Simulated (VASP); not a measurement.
Input:

```
InAs
1.0
    0.00000     3.08965     3.08965
    3.08965     0.00000     3.08965
    3.08965     3.08965     0.00000
In As
1 1
Direct
  0.00000   0.00000   0.00000
  0.25000   0.25000   0.25000
```

The numbers are results of optB88-vdW, VASP's PBE PAW potentials (set 64) (plane waves; VASP 6.6.1), not measurements. Run with 520 eV cut-off, 9×9×9 Γ-centred mesh, first-order Methfessel-Paxton smearing of 0.10 eV, potentials In_d As.

Unless said otherwise, spin-orbit coupling is left out, though it shifts the bands of the heavy elements here.

Problem. Predict the energy per atom (σ→0), band gap (on the k-mesh) with the smallest direct gap where there is one.

Solution. 
- band gap (on the k-mesh) = none (metal, semimetal or under 0.01 eV)
- energy per atom (σ→0) = -1.435 eV/atom

The absolute energy has meaning only against runs of the same code, potentials and settings.

The compound is InAs in the zinc blende structure. It was relaxed first, which changed the volume by +6 %. The start is the result of an earlier pass.
